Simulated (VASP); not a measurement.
All values below come from PBE GGA, VASP's PBE PAW potentials (set 64) (plane waves; VASP).

Input for VASP

**INCAR**
```
LWAVE  =  .False.
LMAXMIX  =  4   ! l cut-off of mixed one-centre charges
PREC  =  Accurate
EDIFF  =  1E-6   ! SCF stop (eV)
GGA  =  PE   ! PBE
ISMEAR  =  0   ! Gaussian
ALGO  =  Normal
SYSTEM  =  KBr
ISIF  =  2   ! forces and stress, cell fixed
LREAL  =  .False.   ! projection in real space or not
NELM  =  100
LASPH  =  .True.   ! aspherical one-centre terms
LCHARG  =  .False.
ENCUT  =  400
SIGMA  =  0.05   ! width (eV)
```

POSCAR:
```
KBr
1
    0.0000000000     3.3660000000     3.3660000000
    3.3660000000     0.0000000000     3.3660000000
    3.3660000000     3.3660000000     0.0000000000
K Br
1 1
Direct
  0.0000000000   0.0000000000   0.0000000000
  0.5000000000   0.5000000000   0.5000000000
```

### KPOINTS
```
kpoints
0
G
1 1 1
```

POTCAR, in this order: K_sv Br (PBE.64 set). Program: vasp_std.

Output

### OSZICAR
```
       N       E                     dE             d eps       ncg     rms          rms(c)
DAV:   1     0.113874190443E+03    0.11387E+03   -0.66422E+03    24   0.990E+02
DAV:   2     0.282451491815E+01   -0.11105E+03   -0.10316E+03    36   0.251E+02
DAV:   3    -0.394605801153E+01   -0.67706E+01   -0.67117E+01    28   0.570E+01
DAV:   4    -0.410069846065E+01   -0.15464E+00   -0.15436E+00    40   0.801E+00
DAV:   5    -0.410165127095E+01   -0.95281E-03   -0.95280E-03    28   0.768E-01    0.367E+00
DAV:   6    -0.341798162966E+01    0.68367E+00   -0.10063E+00    24   0.451E+00    0.260E+00
DAV:   7    -0.330785389974E+01    0.11013E+00   -0.79453E-01    28   0.411E+00    0.159E+00
DAV:   8    -0.331503270117E+01   -0.71788E-02   -0.20480E-02    32   0.120E+00    0.212E-01
DAV:   9    -0.331375982275E+01    0.12729E-02   -0.15638E-03    24   0.231E-01    0.141E-01
DAV:  10    -0.331350047141E+01    0.25935E-03   -0.22203E-04    28   0.156E-01    0.103E-02
DAV:  11    -0.331349742935E+01    0.30421E-05   -0.72099E-06    36   0.239E-02    0.695E-03
DAV:  12    -0.331349692345E+01    0.50590E-06   -0.37409E-07    24   0.629E-03
   1 F= -.33134969E+01 E0= -.33134969E+01  d E =-.292701E-20
```

**OUTCAR**
```
------------------------ aborting loop because EDIFF is reached ----------------------------------------
  FORCE on cell =-STRESS in cart. coord.  units (eV):
  Direction    XX          YY          ZZ          XY          YZ          ZX
  --------------------------------------------------------------------------------------
  Total        4.9486450      4.9486450      4.9486450      0.0000000      0.0000000     -0.0000000
  in kB      103.9500132    103.9500132    103.9500132      0.0000000      0.0000000     -0.0000000
  external PRESSURE =     103.9500132 kB  Pullay stress =       0.0000000 kB
  volume of cell :       76.27
      direct lattice vectors                 reciprocal lattice vectors
     0.000000000  3.366000000  3.366000000    -0.148544266  0.148544266  0.148544266
     3.366000000  0.000000000  3.366000000     0.148544266 -0.148544266  0.148544266
     3.366000000  3.366000000  0.000000000     0.148544266  0.148544266 -0.148544266
  FREE ENERGIE OF THE ION-ELECTRON SYSTEM (eV)
  ---------------------------------------------------
  free  energy   TOTEN  =        -3.3134969235 eV

  energy  without entropy=       -3.3134969235  energy(sigma->0) =       -3.31349692
```
(Selected blocks of OUTCAR.)

### OUTCAR
```
 val. band max:       -0.8996041661   @ k =   0.0000   0.0000   0.0000

 cond. band min:       2.5018899468   @ k =   0.0000   0.0000   0.0000


 Fermi energy:        -0.5648997786

 k-point     1 :       0.0000    0.0000    0.0000
  band No.  band energies     occupation
      1     -30.2477      2.00000
      2     -13.7044      2.00000
      3     -13.7044      2.00000
      4     -13.7044      2.00000
      5     -12.8612      2.00000
      6      -0.8996      2.00000
      7      -0.8996      2.00000
      8      -0.8996      2.00000
      9       2.5019      0.00000
     10       5.6535      0.00000
     11       5.6535      0.00000
     12       5.6535      0.00000
```

The compound is KBr in the rock salt structure. The cell was not relaxed at this level. The k-mesh is coarse (spacing up to 1.62 per Å, 2π included), so the numbers may not be converged in it.
